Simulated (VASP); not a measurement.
Method: LDA (Ceperley-Alder, Perdew-Zunger), VASP's LDA PAW potentials (set 64) (plane waves; VASP 6.6.1).

A VASP calculation is set up with these files.

INCAR:
```
! general
SYSTEM   =  LiCl
PREC     =  Accurate
ENCUT    =  620   ! plane-wave cut-off (eV)
LREAL    =  F
LASPH    =  T

! electronic loop
EDIFF    =  1E-6   ! SCF stop (eV)
NELM     =  100   ! most electronic steps
ALGO     =  Normal   ! blocked Davidson

! smearing
ISMEAR   =  0
SIGMA    =  0.05   ! width (eV)

! ions
IBRION   =  2
NSW      =  40   ! most ionic steps
ISIF     =  3   ! ions, shape and volume
EDIFFG   =  -0.02   ! ionic stop
PSTRESS  =  300   ! kbar

! output
LWAVE    =  F
LCHARG   =  F
```

KPOINTS:
```
Automatic mesh
0
G
 10 10 10
```

POSCAR:
```
LiCl
1.0
  0.0000000000   2.2663585906   2.2663585906
  2.2663585906   0.0000000000   2.2663585906
  2.2663585906   2.2663585906   0.0000000000
Li Cl
1 1
Cart
  0.0000000000   0.0000000000   0.0000000000
  2.2663585906   2.2663585906   2.2663585906
```

POTCAR, in this order: Li_sv Cl (LDA.64 set). Program: vasp_std.

Energy and stress use the plane-wave basis of the starting cell.

### Question
Predict the energy per atom (σ→0), volume per atom.

### Answer

```yaml
energy per atom (σ→0): -3.737 eV/atom
volume_per_atom: 10.80 Å³/atom
```

File OSZICAR:
```
...
       N       E                     dE             d eps       ncg     rms          rms(c)
DAV:   1    -0.751330448497E+01   -0.17485E+00   -0.88020E-01   937   0.766E+00    0.141E+00
DAV:   2    -0.748060216825E+01    0.32702E-01   -0.89692E-02  1125   0.228E+00    0.544E-01
DAV:   3    -0.747479678341E+01    0.58054E-02   -0.19557E-02   927   0.971E-01    0.294E-01
DAV:   4    -0.747451012254E+01    0.28666E-03   -0.49663E-04  1397   0.185E-01    0.747E-02
DAV:   5    -0.747449316309E+01    0.16959E-04   -0.46851E-05  1355   0.592E-02    0.175E-02
DAV:   6    -0.747449219534E+01    0.96775E-06   -0.32981E-06  1016   0.192E-02
   3 F= -.34285327E+01 E0= -.34285327E+01  d E =-.547067E-01
```

The compound is LiCl in the rock salt structure. This run relaxes it under an external pressure of 30 GPa. Symmetry was kept, so distortions that lower it aren't found.
